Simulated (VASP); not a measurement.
```
C
1.0
    0.00000     1.79803     1.79803
    1.79803     0.00000     1.79803
    1.79803     1.79803     0.00000
C
2
Direct
  0.00000   0.00000   0.00000
  0.25000   0.25000   0.25000
```

Level of theory: r2SCAN+rVV10, VASP's PBE PAW potentials (set 64) (plane waves; VASP). Run with 520 eV cut-off, 13×13×13 Γ-centred mesh, Gaussian smearing of 0.050 eV, potentials C.

Task: What does the run give for the energy per atom (σ→0), pressure?

Result: 
```yaml
energy per atom (σ→0): -9.784 eV/atom
pressure: -12.68 GPa
```

The absolute energy has meaning only against runs of the same code, potentials and settings.

The compound is C in the diamond structure. This cell is one point of a volume scan, at 1.03 of the reference volume.
